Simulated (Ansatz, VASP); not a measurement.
Given: the input of a run of Ansatz 0.2.0 on CaMg6Ni. The cell comes from a database or a generator and needn't be the stable form of this composition.

File input.yaml:

```yaml
crystal:
  lattice:
    - [4.891852, 0.0, 0.0]
    - [0.0, 3.126188, 5.8907215]
    - [0.0, -3.126188, 5.8907215]
  atoms:
    - { symbol: Ni, position: [0.5, 0.633478, 0.633478], spin: 1.0 }
    - { symbol: Ca, position: [0.0, 0.806656, 0.806656] }
    - { symbol: Mg, position: [0.5, 0.181364, 0.181364] }
    - { symbol: Mg, position: [0.5, 0.680879, 0.199883] }
    - { symbol: Mg, position: [0.5, 0.199883, 0.680879] }
    - { symbol: Mg, position: [0.0, 0.341145, 0.341145] }
    - { symbol: Mg, position: [0.0, 0.820849, 0.335745] }
    - { symbol: Mg, position: [0.0, 0.335745, 0.820849] }
hamiltonian:
  xc: pbe
  pseudopotentials: { kind: paw }
magnetization:
  spin_polarized: true
kpoints:
  mp_grid: { grid: [6, 5, 5] }
scf:
  occupations: { method: fermi_dirac, width: 0.05 }
output:
  forces: true
  stress: true
  eigenvalues: true
```

Potentials or basis: Ansatz PAW.

The run is started by

```sh
$ ansatz run input.yaml --threads 4 --pin off --max-ram 10240MiB --backend cpu --events-out ev --progress --plain --runs-dir out
```

Translate it to VASP 6.6.1. Potentials or basis there: PBE PAW files Ca_sv, Mg, Ni, 520 eV.

As run (cutoffs and basis follow the program's own potentials, and thresholds, step limits or extra output files can differ):

Contents of INCAR:

```
  ALGO = Normal
  EDIFF = 1E-7
  ENCUT = 520
  GGA = PE
  ISIF = 2
  ISMEAR = -1
  ISPIN = 2
  LASPH = True
  LCHARG = False
  LMAXMIX = 4
  LORBIT = 11
  LREAL = False
  LWAVE = False
  MAGMOM = 1 0 0 0 0 0 0 0
  NBANDS = 30
  NELM = 120
  PREC = Accurate
  SIGMA = 0.05
```

KPOINTS

```
k-points
0
Gamma
  6 5 5
```

POSCAR

```
CaMg6Ni
1.0
    4.8918520000      0.0000000000      0.0000000000
    0.0000000000      3.1261880000      5.8907215000
    0.0000000000     -3.1261880000      5.8907215000
Ni Ca Mg
1 1 6
Direct
    0.5000000000      0.6334780000      0.6334780000
    0.0000000000      0.8066560000      0.8066560000
    0.5000000000      0.1813640000      0.1813640000
    0.5000000000      0.6808790000      0.1998830000
    0.5000000000      0.1998830000      0.6808790000
    0.0000000000      0.3411450000      0.3411450000
    0.0000000000      0.8208490000      0.3357450000
    0.0000000000      0.3357450000      0.8208490000
```

Potentials or basis: VASP PAW PBE potentials, release 64 (Ni, Ca_sv, Mg).

Run with:

```bash
$ cat potpaw_PBE.64/Ni/POTCAR potpaw_PBE.64/Ca_sv/POTCAR potpaw_PBE.64/Mg/POTCAR > POTCAR
$ mpirun -np 1 vasp_std > vasp.out
```

Both were run:

|  | Ansatz | VASP |
| --- | --- | --- |
| Pressure | 0.2 GPa | 0.2 GPa |
| Net moment | 0.00 μB per cell | 0.00 μB per cell |

Ansatz's pressure holds a Pulay term of +0.01 GPa for its cutoff of 420 eV, which the other run lacks.

The potentials hold 88 and 32 valence electrons a cell.

Where Ansatz's input types no cutoff or centring, it takes its own default and a Γ-centred mesh.

The magnetic state is the one that the start led to; the real crystal's order can differ.

Pressure is positive in compression.
